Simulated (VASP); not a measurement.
An input for Ansatz (written as the equivalent of a VASP run, and not itself run):

Ansatz 0.2 input:
```yaml
crystal:
  lattice:
    - [2.8508682, 0.0000000, 0.0000000]
    - [-1.4254341, 2.4689244, 0.0000000]
    - [0.0000000, 0.0000000, 4.8442440]
  atoms:
    - { symbol: V, position: [0.0000000, 1.0000000, 1.0000000], spin: 1 }
    - { symbol: O, position: [0.3333330, 0.6666670, 0.2058658] }
    - { symbol: O, position: [0.6666670, 0.3333330, 0.7941342] }
kpoints:
  mp_grid: { grid: [14, 14, 7] }
hamiltonian:
  xc: pbesol
  pseudopotentials: { kind: paw }
magnetization: { spin_polarized: true }
scf:
  occupations: { method: tetrahedron }
  max_iter: 100
output: { forces: true, stress: true, eigenvalues: true }
```

Task: Write the VASP files for the same calculation (PBEsol).

Result: This is not unique; one that fits is 
### POSCAR
```
VO2
1.0
  2.8508681681   0.0000000000   0.0000000000
 -1.4254340839   2.4689244384   0.0000000000
  0.0000000000   0.0000000000   4.8442439960
V O
1 2
Cartesian
 -1.4254340839   2.4689244384   4.8442439960
 -0.0000014253   1.6459504486   0.9972640014
  1.4254355095   0.8229739898   3.8469799946
```

### INCAR
```
ISIF  =  2
LMAXMIX  =  4   # l cut-off of mixed one-centre charges
ALGO  =  Normal   # blocked Davidson
ISMEAR  =  -5   # tetrahedra, Bloechl
LREAL  =  .FALSE.   # projection in real space or not
LCHARG  =  .TRUE.
MAGMOM  =  1.0 -0.0 -0.0
LASPH  =  .TRUE.
SYSTEM  =  VO2
LEFG  =  .TRUE.
NELM  =  100   # most electronic steps
LORBIT  =  11
PREC  =  Accurate
ENCUT  =  520   # plane-wave cut-off (eV)
LWAVE  =  .FALSE.
EDIFF  =  1E-7   # SCF stop (eV)
ISPIN  =  2
GGA  =  PS   # PBEsol
NEDOS  =  601
```

KPOINTS:
```
Automatic mesh
0
Gamma
14 14 7
0 0 0
```

POTCAR, in this order: V_sv O (PBE.64 set). Program: vasp_std.

The two are equivalent in intent, not identical: each code has its own PAW files, so the cut-off isn't converted (ENCUT is set for VASP's; basis.ecutwfc is left out, and Ansatz then takes the one that its files recommend); Ansatz stops its SCF on the density residual and VASP on the energy change (EDIFF); the field gradients of LEFG aren't asked of the other code.

The structure was generated: VO2 was put into the CdI2 type (P-3m1), which need not be its known phase. It was relaxed first, which changed the volume by +18 %.
